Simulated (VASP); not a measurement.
Here is the system:

```
CELL_PARAMETERS angstrom
      0.00000     2.99370     2.99370
      2.99370     0.00000     2.99370
      2.99370     2.99370     0.00000
ATOMIC_POSITIONS crystal
  In 0.00000 0.00000 0.00000
  P  0.25000 0.25000 0.25000
```

Level of theory: PBE GGA, VASP's PBE PAW potentials (set 64) (plane waves; VASP 6.6.1). Run with 400 eV cut-off, 6×6×6 Γ-centred mesh, Gaussian smearing of 0.050 eV, potentials In_d P.

Unless said otherwise, spin-orbit coupling is left out, though it shifts the bands of the heavy elements here.

Problem. What does the run give for the energy per atom (σ→0), band gap (on the k-mesh) with the smallest direct gap where there is one?

Solution. 
- band gap (on the k-mesh) = 0.36 eV
- smallest direct gap (on the k-mesh) = 0.36 eV
- energy per atom (σ→0) = -4.197 eV/atom

The compound is InP in the zinc blende structure. The cell was not relaxed at this level.
